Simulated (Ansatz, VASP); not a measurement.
# LuZn: VASP beside Ansatz, part 2 of 2

One calculation is typed for both programs; each brings its own data sets. How far apart do they land? The cell is taken from a series of runs on this material, whose earlier steps may have relaxed, scaled, displaced or heated it; both programs get it as it stands.

VASP 6.6.1 and Ansatz 0.2.0.

So far: Starting point; Ansatz: relaxation of cell and atoms, PBEsol; VASP: relaxation of cell and atoms, PBEsol.

### 4. Side by side

Known differences besides the potentials themselves: the data sets hold 37 valence electrons in Ansatz (on its PAW soft_1 files) and 21 in VASP; the cutoff is 420 eV in Ansatz and 500 eV in VASP; Ansatz makes its cores anew for this functional, VASP keeps those of its PBE data sets; Ansatz adds a Pulay correction to the stress that steers its cell, VASP none. Total energies have different zeros and are not compared.

Both answers:

```csv
quantity,Ansatz,VASP,difference
volume (Å³),40.38,40.45,-0.19 %
"edge a after relaxation, in the typed setting (Å)",3.431,3.433,-0.06 %
```

### 5. VASP: zone-centre phonons, PBEsol

Second derivatives magnify differences that forces hide, and they need a tight electronic threshold.

Input file INCAR:

```
SYSTEM = LuZn
PREC = Accurate
ENCUT = 500
EDIFF = 1E-08
NELM = 120
ISMEAR = 1
SIGMA = 0.2
LREAL = .FALSE.
ALGO = Normal
GGA = PS
NBANDS = 16
LORBIT = 11
LWAVE = .FALSE.
LCHARG = .FALSE.
ISIF = 2
IBRION = 8
LASPH = .TRUE.
GGA_COMPAT = .FALSE.
KPAR = 2
```

Input file POSCAR:

```
LuZn
1.0
    3.4306178123      0.0000000000      0.0000000000
    0.0000000000      3.4306178123      0.0000000000
    0.0000000000      0.0000000000      3.4306178123
Lu Zn
1 1
Direct
    0.0000000000      0.0000000000      0.0000000000
    0.5000000000      0.5000000000      0.5000000000
```

Input file KPOINTS:

```
Automatic mesh
0
Gamma
12 12 12
0 0 0
```

PAW data sets: Lu_3 and Zn (PBE family, release 64).

Started as:

```bash
mpirun -np 2 vasp_std
```

Numbers of over 12 decimals in the logs are rounded to 6 here.

Log:

```text
[banner, memory and clock lines left out]
running    2 mpi-ranks, on    1 nodes
[...]
[... a notice as in an earlier step ...]

 LDA part: xc-table for (Slater+PW92), standard interpolation
 POSCAR, INCAR and KPOINTS ok, starting setup
[...]
entering main loop
       N       E                     dE             d eps       ncg     rms          rms(c)
DAV:   1     0.633534806965E+02    0.63353E+02   -0.98503E+03  3944   0.157E+03
DAV:   2    -0.586126007226E+01   -0.69215E+02   -0.67785E+02  4280   0.485E+02
DAV:   3    -0.744232074212E+01   -0.15811E+01   -0.15760E+01  3640   0.503E+01
DAV:   4    -0.745990087266E+01   -0.17580E-01   -0.17564E-01  3824   0.362E+00
[...]
DAV:  13    -0.717505486834E+01    0.29342E-07   -0.19014E-07  4240   0.474E-03    0.225E-03
DAV:  14    -0.717505482300E+01    0.45335E-07   -0.14440E-08  2072   0.152E-03    0.997E-05
DAV:  15    -0.717505482676E+01   -0.37544E-08   -0.21264E-09  1776   0.109E-03
   1 F= -.71750548E+01 E0= -.71741549E+01  d E =-.269965E-02
[...]
RMM:  12    -0.989706983067E-01   -0.74906E-07   -0.33601E-08 16169   0.114E-04    0.232E-06
RMM:  13    -0.989707107767E-01   -0.12470E-07   -0.18289E-08 15023   0.728E-05    0.953E-07
RMM:  14    -0.989707166228E-01   -0.58461E-08   -0.85474E-09 13915   0.525E-05    0.578E-07
 first order change of Fermi-energy   0.77413E-04
 force on displaced ion       1 direction 1 :  -3.584  -0.000   0.000
 Linear response progress:
  Degree of freedom:   2/  2
       N       E                     dE             d eps       ncg     rms          rms(c)
RMM:   1    -0.208851470611E+00   -0.20885E+00   -0.80615E-03 11514   0.685E+00
RMM:   2    -0.208881809366E+00   -0.30339E-04   -0.40737E-03 12457   0.583E-01    0.109E-01
RMM:   3    -0.208895581048E+00   -0.13772E-04   -0.24775E-04 13100   0.135E-01    0.675E-02
RMM:   4    -0.209000422637E+00   -0.10484E-03   -0.52893E-05 13556   0.738E-02    0.359E-03
[...]
RMM:   9    -0.208995477265E+00    0.52302E-06   -0.14507E-08 14476   0.467E-04    0.353E-05
RMM:  10    -0.208995141845E+00    0.33542E-06   -0.96845E-09 14345   0.213E-04    0.684E-06
RMM:  11    -0.208995145908E+00   -0.40624E-08   -0.60076E-09 14656   0.119E-04    0.402E-06
 first order change of Fermi-energy   0.27044E-04
 force on displaced ion       2 direction 1 :  -3.557  -0.000   0.000
 Linear response finished
```

Parts of OUTCAR (step 5):

```text
  Total        0.0362990      0.0362990      0.0362990      0.0000000     -0.0000000      0.0000000
  in kB        1.4404164      1.4404164      1.4404164      0.0000000     -0.0000000      0.0000000
  external PRESSURE =       1.4404164 kB  Pullay stress =       0.0000000 kB

 POSITION                                       TOTAL-FORCE (eV/Angst)
 -----------------------------------------------------------------------------------
      0.00000      0.00000      0.00000         0.000000      0.000000      0.000000
      1.71531      1.71531      1.71531         0.000000      0.000000      0.000000
 -----------------------------------------------------------------------------------
    total drift:                                0.000000      0.000000      0.000000

[... 1 part as in an earlier step ...]

[... 1 further part left out ...]
```

### 6. Ansatz: zone-centre phonons, PBEsol

The same cell, functional, mesh and smearing now go to Ansatz, which takes its cutoff from its data sets.

The cell is taken from a series of runs on this material, whose earlier steps may have relaxed, scaled, displaced or heated it; both programs get it as it stands.

Input file input.yaml:

```yaml
crystal:
  lattice:
    - [3.4306178123, 0.0, 0.0]
    - [0.0, 3.4306178123, 0.0]
    - [0.0, 0.0, 3.4306178123]
  atoms:
    - { symbol: Lu, position: [0.0, 0.0, 0.0] }
    - { symbol: Zn, position: [0.5, 0.5, 0.5] }
kpoints:
  mp_grid: { grid: [12, 12, 12] }
hamiltonian:
  xc: pbesol
  pseudopotentials: { kind: paw, azcp: { folder: soft_1 }, xc_functional: pbe }
scf:
  occupations: { method: methfessel_paxton, width: 0.2 }
output:
  eigenvalues: true
phonons:
  method: dfpt
```

Started as:

```bash
ansatz run input.yaml --threads 4 --pin off --max-ram 10240MiB --backend cpu --events-out ev --progress --plain --runs-dir out
```

Log:

```text
[...]
Crystal: 2 atoms, lattice volume = 40.375 Å³
Basis set: ecut = 420 eV, 751 PW (Γ), exchange–correlation on 48×48×48 points (8 copies of the dense FFT grid, shifted against one another)
Bands: 23, of which v1, the nominal top of the filled ones, is band 19 counted from 1 (18 counted from 0)
Symmetry: 48 space group operations
k-points: 196 of 1728 (irreducible under 8 space group operations, time reversal used)
[...]
k mesh reduced under 8 symmetry operations, with k and −k counted as one. Each operation leaves every solved perturbation unchanged. A smaller set is not used because it would not reduce the number of displacements times k-points to solve
  ASR residual: 1.669e-4 → 0.000e0 eV/Å²; symmetrization residual: 1.305e-5 eV/Å²
  ASR residual per site (eV/Å²): 1.67e-4 9.36e-5
  Γ frequencies (cm⁻¹): 0.00 0.00 0.00 144.00 144.00 144.00
  non-analytic LO–TO correction: not included (Born effective charges unavailable; polar crystals: no LO–TO splitting at Γ)
[key lines of the parts left out:]
SCF converged after 13 iterations
Free energy (F): -17893.683853 eV
Fermi energy:    13.942714 eV
```

### 7. Side by side

What differs besides the data sets and the points named for the pairs above, as far as they apply: the data sets hold 37 valence electrons in Ansatz (on its PAW soft_1 files) and 21 in VASP. Total energies have different zeros and are not compared.

The two programs side by side:

```csv
quantity,Ansatz,VASP,difference
optical mode 1 to 3 (cm⁻¹),144.0,142.7,+0.92 %
```

Modes are paired by rising frequency, not by their patterns, so a pair may set unlike modes beside each other; they are those without the splitting of longitudinal modes.

### 8. Summary of results

```
difference in volume (relaxation of cell and atoms, PBEsol)                                                          : -0.19 %
r.m.s. difference of the optical zone-centre modes, each program's sorted by frequency (zone-centre phonons, PBEsol) : 1.3 cm⁻¹
difference in optical mode 1 to 3 (zone-centre phonons, PBEsol)                                                      : +0.9 %
```

**Reading.** The difference in volume is -0.19 % (relaxation of cell and atoms, PBEsol), within the 1.2 % picked in this series as the mark of a large difference, as far as the stopping tolerances let one tell. The data sets hold unlike numbers of valence electrons (37 in Ansatz and 21 in VASP), so part of the differences comes from the potentials. Among the rows given in per cent, the largest difference of the zone-centre phonons, PBEsol pair is in optical mode 1 to 3, +0.9 %. How closely two codes agree says nothing of how well the functional describes the real material.

[Lines on the potential files, build, host, timing and source positions are cut from VASP's logs without a mark.]

[Logs are printed without paths, hosts, clocks, repeated set-up lines and the standing remarks that a program may print on its own settings, such as how far it seeks lower states.]

[Hosts, paths, dates, database ids (printed as entryN), source tags and the programs' standing remarks are cut or masked in the printed files.]
